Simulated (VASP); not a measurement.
Consider the following.

```yaml
crystal:
  lattice:
    - [0.00000, 2.47487, 2.47487]
    - [2.47487, 0.00000, 2.47487]
    - [2.47487, 2.47487, 0.00000]
  atoms:
    - { symbol: Bi, position: [0.00000, 0.00000, 0.00000] }
```

All values below come from PBEsol GGA, VASP's PBE PAW potentials (set 64) (plane waves; VASP). Numerical set-up: 400 eV cut-off, 11×11×11 Γ-centred mesh, first-order Methfessel-Paxton smearing of 0.10 eV, potentials Bi_d.

Unless said otherwise, spin-orbit coupling is left out, though it shifts the bands of the heavy elements here.

**Question.** Estimate the energy per atom (σ→0), band gap (on the k-mesh) with the smallest direct gap where there is one.

**Answer.** 
```
Quantity                                                    Result
------------------------  ----------------------------------------
band gap (on the k-mesh)  none (metal, semimetal or under 0.01 eV)
energy per atom (σ→0)                               -4.149 eV/atom
```

Only differences to runs with the same potentials and settings are physical.

The structure was generated: Bi was put into the fcc type (Fm-3m), which need not be its known phase. It was relaxed first. The start is the result of an earlier pass.
